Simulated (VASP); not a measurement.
OSZICAR of a VASP run on CoSi2 (fluorite):

**OSZICAR**
```
       N       E                     dE             d eps       ncg     rms          rms(c)
DAV:   1     0.572552282874E+02    0.57255E+02   -0.69648E+03  2448   0.133E+03
DAV:   2    -0.314341156494E+02   -0.88689E+02   -0.82899E+02  2484   0.260E+02
DAV:   3    -0.356295451540E+02   -0.41954E+01   -0.40460E+01  3128   0.662E+01
DAV:   4    -0.357281030688E+02   -0.98558E-01   -0.98347E-01  2932   0.943E+00
DAV:   5    -0.357310535970E+02   -0.29505E-02   -0.29501E-02  3220   0.175E+00    0.164E+01
DAV:   6    -0.366938904735E+02   -0.96284E+00   -0.43654E+01  2840   0.148E+02    0.175E+01
DAV:   7    -0.319702698012E+02    0.47236E+01   -0.15548E+01  3168   0.107E+02    0.468E+00
DAV:   8    -0.320234982573E+02   -0.53228E-01   -0.13219E+00  3644   0.153E+01    0.334E+00
DAV:   9    -0.319955012334E+02    0.27997E-01   -0.35585E-01  2948   0.138E+01    0.696E-01
DAV:  10    -0.320006754054E+02   -0.51742E-02   -0.11622E-02  2692   0.107E+00    0.527E-01
DAV:  11    -0.319986789048E+02    0.19965E-02   -0.47186E-03  3216   0.143E+00    0.716E-02
DAV:  12    -0.319994224542E+02   -0.74355E-03   -0.11488E-03  2612   0.388E-01    0.332E-02
DAV:  13    -0.319996481667E+02   -0.22571E-03   -0.20262E-04  2732   0.180E-01    0.177E-02
DAV:  14    -0.319996354967E+02    0.12670E-04   -0.20211E-05  3060   0.827E-02    0.605E-03
DAV:  15    -0.319996528439E+02   -0.17347E-04   -0.40208E-06  2748   0.274E-02    0.392E-03
DAV:  16    -0.319996452911E+02    0.75528E-05   -0.11418E-06  3124   0.216E-02    0.111E-03
DAV:  17    -0.319996480135E+02   -0.27225E-05   -0.30552E-07  2672   0.130E-02    0.133E-03
DAV:  18    -0.319996455713E+02    0.24422E-05   -0.13203E-07  1432   0.909E-03    0.305E-04
DAV:  19    -0.319996463172E+02   -0.74590E-06   -0.14584E-08  1364   0.199E-03    0.104E-04
DAV:  20    -0.319996462429E+02    0.74312E-07   -0.31806E-09  1328   0.653E-04
   1 F= -.31999646E+02 E0= -.31999645E+02  d E =-.319996E+02
```

Q: Which electronic solver shows in the log?

A: It is blocked Davidson (ALGO = Normal, or the opening steps of other solvers). The INCAR had ALGO = Normal.

Q: How was spin treated?

A: Without spin polarisation: there is no mag entry.

Q: Can the final energy be trusted as converged?

A: The run converged. It stopped with EDIFF = 1E-7, NELM = 100, NSW = 30 and EDIFFG = -0.01 after 1 ionic step (r2SCAN meta-GGA, plane waves, VASP's PBE PAW potentials (set 64)).

The compound is CoSi2 in the fluorite structure. This cell was strained or had an atom moved on purpose. The run is not spin-polarised, so no magnetic state was tried. The electron count is odd and the run is not spin-polarised, which forces a metal.
